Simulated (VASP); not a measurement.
Data:

```
AlRu
1.0
    3.04980     0.00000     0.00000
    0.00000     3.04980     0.00000
    0.00000     0.00000     3.04980
Al Ru
1 1
Direct
  0.50000   0.50000   0.50000
  0.00000   0.00000   0.00000
```

These are PBE GGA, VASP's PBE PAW potentials (set 64) (plane waves; VASP) values and carry that method's errors. Run with ADDGRID = .TRUE., 400 eV cut-off, 11×11×11 Γ-centred mesh, first-order Methfessel-Paxton smearing of 0.10 eV, potentials Al Ru_pv.

Task: Give the stress tensor in GPa (positive for a compressed cell).

Result: 
```
-8.87   0.00   0.00
 0.00  -8.87   0.00
 0.00   0.00  -8.87
```
The pressure is its mean diagonal, -8.87 GPa.

The compound is RuAl in the CsCl type structure. The cell was not relaxed at this level. The run is one of a series of settings (ADDGRID = .TRUE. against the base run), some of them coarse on purpose. The electron count is odd and the run is not spin-polarised, which forces a metal.
